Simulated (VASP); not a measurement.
Input:

```xyz
4
Lattice="1.4526 -4.0337 0.0000 1.4526 4.0337 0.0000 0.0000 0.0000 3.7023" Properties=species:S:1:pos:R:3 pbc="T T T"
C      1.4526    -0.7986     0.9256
C      1.4526     0.7986     2.7767
Ta     1.4526    -3.0091     0.9256
Ta     1.4526     3.0091     2.7767
```

Method: PBEsol GGA, VASP's PBE PAW potentials (set 64) (plane waves; VASP). Numerical set-up: 520 eV cut-off, Gaussian smearing of 0.050 eV, potentials C Ta_pv.

Task: Give the energies of bands 9 to 18 at the high-symmetry points, in eV from the Fermi level.

Result: 
```tsv
band	Γ	Y	C0	Z	A0	T	S	R
9	-4.36	-5.03	-7.51	-5.96	-5.60	-8.01	-6.77	-5.01
10	-4.05	-4.96	-6.69	-5.96	-5.60	-8.01	-6.67	-5.01
11	-3.93	-4.62	-6.10	-3.36	-4.06	-3.08	-6.58	-4.33
12	-2.51	-3.50	-4.36	-3.36	-4.06	-3.08	-5.32	-4.33
13	-2.15	-1.97	-3.91	-3.27	-2.52	-2.21	-4.17	-2.92
14	-1.47	-1.13	-1.43	-3.27	-2.52	-2.21	-1.44	-2.92
15	-1.07	-0.41	-0.29	-0.38	0.94	-0.78	-0.23	1.30
16	0.40	0.94	0.83	-0.38	0.94	-0.78	1.70	1.30
17	1.45	1.08	1.06	4.33	1.72	2.33	3.63	2.42
18	2.38	1.62	4.06	4.33	1.72	2.33	3.96	2.42
```

It has no gap at this level: it comes out as a metal or semimetal.

The structure was generated: TaC was put into the CrB type (Cmcm), which need not be its known phase. It was relaxed first.
